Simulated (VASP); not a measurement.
Computed with PBEsol GGA, VASP's PBE PAW potentials (set 64) (plane waves; VASP).

VASP input:

**INCAR**
```
SYSTEM = CdSe
PREC = Accurate
ENCUT = 530
EDIFF = 1E-7
NELM = 100
ALGO = Normal
LREAL = .FALSE.
LASPH = .TRUE.
ISMEAR = 0
SIGMA = 0.05
GGA = PS
LMAXMIX = 4
LWAVE = .FALSE.
LCHARG = .FALSE.
IBRION = 6
ISIF = 3
NFREE = 2
POTIM = 0.015
NSW = 1
```

**KPOINTS**
```
Automatic mesh
0
Gamma
7 7 7
0 0 0
```

### POSCAR
```
CdSe
1
   -0.0000000000     3.0396860784     3.0396860784
    3.0396860784     0.0000000000     3.0396860784
    3.0396860784     3.0396860784    -0.0000000000
Cd Se
1 1
Direct
  0.0000000000   0.0000000000   0.0000000000
  0.2500000000   0.2500000000   0.2500000000
```

POTCAR, in this order: Cd Se (PBE.64 set). Program: vasp_std.

The run wrote:

### OUTCAR
```


 TOTAL ELASTIC MODULI (kBar)
 Direction    XX          YY          ZZ          XY          YZ          ZX
 --------------------------------------------------------------------------------
 XX         645.3654    475.6903    475.6903      0.0000     -0.0000      0.0000
 YY         475.6903    645.3654    475.6903     -0.0000     -0.0000      0.0000
 ZZ         475.6903    475.6903    645.3654     -0.0000     -0.0000     -0.0000
 XY           0.0000     -0.0000     -0.0000    221.4385     -0.0000     -0.0000
 YZ          -0.0000     -0.0000     -0.0000     -0.0000    221.4385      0.0000
 ZX           0.0000      0.0000     -0.0000     -0.0000      0.0000    221.4385
 --------------------------------------------------------------------------------
```
(Selected blocks of OUTCAR.)

The compound is CdSe in the zinc blende structure, whereas wurtzite is the usual form. It was relaxed first.
